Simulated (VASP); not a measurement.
# A VASP study of SnPPt (LDA): structure first, properties next, part 2 of 2

Aim: relax SnPPt, then compute properties on the relaxed cell. The cell is invented: it takes the structure of a Materials Project entry for SrPPt (space group 187 there), with some of its atoms replaced by other elements, volume scaled by an estimate. It may not be a known or stable phase.

VASP 6.6.1; LDA; plane waves and PAW (Pt, Sn_d, P); invented cell.

Still holding for the runs below: This run has no spin polarisation. Its electron count is odd, so without a moment it is a metal by construction.

So far. Step 10 (Volume scan with LDA, volume scale 1): The run ends at a pressure of -0.02 GPa.

## (11) Volume scan with LDA, volume scale 1.02

INCAR reads:

```
SYSTEM = SnPPt
PREC = Accurate
ENCUT = 400
EDIFF = 1E-06
NELM = 100
ISMEAR = 0
SIGMA = 0.05
LREAL = .FALSE.
ALGO = Normal
GGA = CA
NBANDS = 20
LORBIT = 11
LWAVE = .FALSE.
LCHARG = .FALSE.
ISIF = 2
```

POSCAR reads:

```
SnPPt
1.0
    3.9994417785      0.0000000151      0.0000000000
   -1.9997213666      3.4636188080      0.0000000000
    0.0000000000      0.0000000000      4.3836442116
Pt Sn P
1 1 1
Direct
    0.0000000000      0.0000000000      0.5000000000
    0.6666666700      0.3333333300      0.0000000000
    0.3333333300      0.6666666700      0.5000000000
```

KPOINTS reads:

```
Automatic mesh
0
Gamma
7 7 5
0 0 0
```

Potentials, in the order of the species: Pt, Sn_d and P (LDA family, release 64).

Started as:

```
> mpirun -np 1 vasp_std
```

It took 15 s on 1 MPI rank of Intel Xeon Platinum 8488C (Sapphire Rapids), shared host; peak memory 0.15 GiB.

The pressure falls from -0.02 to -2.38 GPa.

The run ends at a pressure of -2.38 GPa.

## (12) Volume scan with LDA, volume scale 1.04

INCAR is that of step 11.

POSCAR reads:

```
SnPPt
1.0
    4.0254129074      0.0000000152      0.0000000000
   -2.0127069342      3.4861104694      0.0000000000
    0.0000000000      0.0000000000      4.4121102314
Pt Sn P
1 1 1
Direct
    0.0000000000      0.0000000000      0.5000000000
    0.6666666700      0.3333333300      0.0000000000
    0.3333333300      0.6666666700      0.5000000000
```

KPOINTS is that of step 11.

Started as:

```
> mpirun -np 1 vasp_std
```

Elapsed: 16 s, on 1 MPI rank; peak memory 0.15 GiB.

The pressure falls from -2.38 to -4.44 GPa.

The run ends at a pressure of -4.44 GPa.

## (13) Volume scan with LDA, volume scale 1.06

A prediction first. A parabola through the 6 pressures of evenly scaled cells so far, P = -0.03 -124.7 t +311 t² GPa with t = ln(V/V₁) and V₁ the volume at scale 1, gives -6.24 GPa at t = +0.0583.

INCAR is that of step 12.

POSCAR reads:

```
SnPPt
1.0
    4.0510531714      0.0000000153      0.0000000000
   -2.0255270692      3.5083155934      0.0000000000
    0.0000000000      0.0000000000      4.4402136020
Pt Sn P
1 1 1
Direct
    0.0000000000      0.0000000000      0.5000000000
    0.6666666700      0.3333333300      0.0000000000
    0.3333333300      0.6666666700      0.5000000000
```

KPOINTS is that of step 12.

Started as:

```
> mpirun -np 1 vasp_std
```

The job ended after 16 s (1 MPI rank; peak memory 0.16 GiB).

The pressure falls from -4.44 to -6.32 GPa. The parabola predicted -6.24 GPa, +0.08 GPa off.

## (14) The series together

Times are for 1 MPI rank of Intel Xeon Platinum 8488C (Sapphire Rapids), shared host. The series side by side:

```
no.  volume scale  energy above the lowest point (meV/atom)  pressure (GPa)  time  memory (GiB)
  1          0.94                                     32.19           8.874  15 s          0.15
  2          0.96                                     14.03           5.593  16 s          0.15
  3          0.98                                      3.55           2.603  14 s          0.15
  4             1                                         0        -0.02189  14 s          0.15
  5          1.02                                      2.66          -2.381  15 s          0.15
  6          1.04                                     10.86          -4.444  16 s          0.15
  7          1.06                                     24.02          -6.321  16 s          0.16
```

## (15) Fit for LDA

This step: Birch-Murnaghan fit, LDA; plane waves and PAW; invented cell (VASP 6.6.1).

This step runs nothing: it gathers the runs above.

This step gave:

| Item | Value |
| --- | --- |
| pressure derivative of the bulk modulus | 4.500 |
| r.m.s. error of the fit | 7.29e-6 eV/atom |
| minimum inside the sampled range | yes |
| bulk modulus | 124.3 GPa |
| equilibrium volume of the fit | 19.87 Å³/atom |

Energy above the fitted minimum against volume:

```
volume (Å³/atom)  energy above the fitted minimum (eV/atom)
          18.654                                     0.0322
          19.051                                     0.0140
          19.448                                    0.00355
          19.845                                    -1.5e-6
          20.241                                    0.00266
          20.638                                     0.0109
          21.035                                     0.0240
```

The fitted volume lies +0.11 % from the relaxed one. At a finite cutoff and mesh the minimum of the energy and the zero of the stress don't quite coincide, and the relaxation stops at a threshold.

## (16) Independent-particle dielectric function (LDA)

This step: LDA; plane waves and PAW (Pt, Sn_d, P); invented cell (VASP 6.6.1).

LOPTICS sums transitions from filled to empty bands. The mesh is finer than in the run before. NBANDS is raised for it.

Changes to INCAR since step 13:

```diff
@@ -10,3 +10,3 @@
 GGA = CA
-NBANDS = 20
+NBANDS = 38
 LORBIT = 11
@@ -14,2 +14,4 @@
 LCHARG = .FALSE.
-ISIF = 2
+LOPTICS = .TRUE.
+NEDOS = 1500
+CSHIFT = 0.1
```

POSCAR reads:

```
SnPPt
1.0
    3.9731288998      0.0000000150      0.0000000000
   -1.9865649241      3.4408311824      0.0000000000
    0.0000000000      0.0000000000      4.3548036121
Pt Sn P
1 1 1
Direct
    0.0000000000      0.0000000000      0.5000000000
    0.6666666700      0.3333333300      0.0000000000
    0.3333333300      0.6666666700      0.5000000000
```

KPOINTS reads:

```
Automatic mesh
0
Gamma
10 10 8
0 0 0
```

Started as:

```
> mpirun -np 1 vasp_std
```

The job ended after 74 s (1 MPI rank; peak memory 0.31 GiB).

These are independent-particle spectra without excitons or local fields, and fine structure depends on the mesh and on CSHIFT. The intraband (Drude) part is not in this spectrum.

This step gave:

* SCF cycles: 12
* bands: 38
* irreducible k-points: 70
* free energy (TOTEN): -18.63 eV
* energy at zero smearing: -18.63 eV
* Fermi energy: 8.459 eV
* pressure: 0.1926 GPa

The imaginary dielectric function has structure finer than the step of the table below, so its rows give means over 0.5 eV, whole bins alone (the curve runs from 0 to 25.0 eV). Peaks (eV: height): xx 0.79: 51.0, 2.31: 25.3; zz 1.06: 25.9, 2.31: 20.9, 2.87: 20.6, 3.37: 25.4.

Table of imaginary dielectric function by photon energy; means over each step:

```
photon energy (eV)     xx     zz
               0.5   15.0   2.66
               1.0   43.5   18.2
               1.5   22.9   9.28
               2.0   22.4   13.4
               2.5   21.0   17.2
               3.0   17.3   18.2
               3.5   13.7   21.4
               4.0   11.8   17.1
               4.5   10.1   13.3
               5.0   8.31   8.47
               5.5   6.56   6.38
               6.0   6.93   6.59
               6.5   5.72   5.84
               7.0   4.58   3.72
               7.5   3.86   3.68
               8.0   3.46   2.62
               8.5   3.07   2.15
               9.0   2.45   2.05
               9.5   2.20   1.69
              10.0   2.30   1.43
              10.5   2.30   1.45
              11.0   2.06   1.41
              11.5   1.55   1.61
              12.0   1.46   1.26
              12.5   1.35   1.33
              13.0   1.19   1.22
              13.5   1.09   1.17
              14.0   1.05   1.18
              14.5   1.03   1.02
              15.0  0.955   1.12
              15.5  0.952   1.15
              16.0  0.735   1.18
              16.5  0.641   1.13
              17.0  0.537   1.17
              17.5  0.485  0.977
              18.0  0.461  0.892
              18.5  0.414  0.806
              19.0  0.388  0.719
              19.5  0.406  0.665
              20.0  0.419  0.723
              20.5  0.415  0.673
              21.0  0.401  0.550
              21.5  0.377  0.532
              22.0  0.364  0.500
              22.5  0.395  0.470
              23.0  0.483  0.483
              23.5  0.481  0.535
              24.0  0.504  0.577
              24.5  0.534  0.644
```

Real dielectric function against photon energy:

```
photon energy (eV)       xx       zz
                 0     43.7     24.1
                 1     19.8     24.9
                 2     7.43     15.7
                 3     1.74     8.05
                 4   -0.768   0.0910
                 5    -2.52    -5.03
                 6    -2.48    -3.08
                 7    -2.77    -3.39
                 8    -2.11    -2.43
                 9    -1.84    -1.48
                10   -0.751    -1.12
                11    -1.25   -0.416
                12    -1.01   -0.310
                13   -0.677  -0.0611
                14   -0.535  -0.0369
                15   -0.401    0.226
                16   -0.392    0.202
                17   -0.201   0.0543
                18  -0.0133  0.00459
                19    0.164   0.0843
                20    0.235    0.159
                21    0.275   0.0660
                22    0.358    0.207
                23    0.520    0.461
                24    0.475    0.465
```

## (17) Bands along the symmetry lines (LDA), changed input

Levels along the symmetry lines show where the bands peak and cross; KPOINTS_OPT computes them in the converged potential. Some settings are moved from the usual, to see what they do.

INCAR reads:

```
SYSTEM = SnPPt
PREC = Accurate
ENCUT = 600
EDIFF = 1E-06
NELM = 100
ISMEAR = 0
SIGMA = 0.05
LREAL = .FALSE.
ALGO = Normal
GGA = CA
NBANDS = 18
LORBIT = 11
LWAVE = .FALSE.
LCHARG = .FALSE.
```

POSCAR is that of step 16.

KPOINTS reads:

```
Automatic mesh
0
Gamma
2 2 2
0 0 0
```

KPOINTS_OPT reads:

```
Line mode
16
Line-mode
Reciprocal
  0.00000000   0.00000000   0.00000000 GAMMA
  0.50000000   0.00000000   0.00000000 M

  0.50000000   0.00000000   0.00000000 M
  0.33333333   0.33333333   0.00000000 K

  0.33333333   0.33333333   0.00000000 K
  0.00000000   0.00000000   0.00000000 GAMMA

  0.00000000   0.00000000   0.00000000 GAMMA
  0.00000000   0.00000000   0.50000000 A

  0.00000000   0.00000000   0.50000000 A
  0.50000000   0.00000000   0.50000000 L

  0.50000000   0.00000000   0.50000000 L
  0.33333333   0.33333333   0.50000000 H

  0.33333333   0.33333333   0.50000000 H
  0.00000000   0.00000000   0.50000000 A

  0.50000000   0.00000000   0.50000000 L
  0.50000000   0.00000000   0.00000000 M

  0.33333333   0.33333333   0.00000000 K
  0.33333333   0.33333333   0.50000000 H
```

Started as:

```
> mpirun -np 1 vasp_std
```

The job ended after 69 s (1 MPI rank; peak memory 0.19 GiB).

The run converged; its settings lie outside those of the reference runs, so its numbers are set aside.

Against the sound run on this cell (band structure (LDA)) the energy at zero smearing moves by -77.0 meV an atom and the pressure by -2.12 GPa.

Settings moved from the usual: ENCUT = 600, k-mesh = 2×2×2 and NBANDS = 18.

The mesh holds 4 irreducible points against 24.

## (18) What came out

| Property | Result |
| --- | --- |
| relaxed volume | 19.84 Å³/atom |
| relaxed conventional cell a, b, c | 3.973, 3.973, 4.355 Å; angles 90.0, 90.0, 120.0° |
| space group after relaxing, within 0.02 Å | P-6m2 (No. 187) |
| band gap | none, a metal |
| DOS at the Fermi level | 1.50 states/eV/cell |
| bulk modulus from the fit | 124 GPa |
| volume from the fit | 19.9 Å³/atom |

In words: With LDA, SnPPt relaxes to 19.84 Å³/atom in space group P-6m2 (held by the symmetry of the run), comes out as a metal and has a bulk modulus of 124 GPa at fixed shape and positions, an upper bound. Band structure (LDA): Of the bands kept, 4 cross the Fermi level on this path. Spin-orbit coupling is left out, and with elements this heavy it would split and shift bands near the Fermi level. The k-sampling is coarse for a metal, so the Fermi level, pressures and the shape of the cell carry errors. With an odd electron count and no spin the cell is a metal by construction. No search among competing phases was made. All values are for a static lattice at zero temperature.

[Lines on the potential files, build, host, timing and source positions are cut from VASP's logs without a mark.]

[Logs are printed without paths, hosts, clocks, repeated set-up lines and the standing remarks that a program may print on its own settings, such as how far it seeks lower states.]

[Hosts, paths, dates, database ids (printed as entryN), source tags and the programs' standing remarks are cut or masked in the printed files.]

[A measured line is paired with the nearest computed mode of its activity, which favours agreement.]
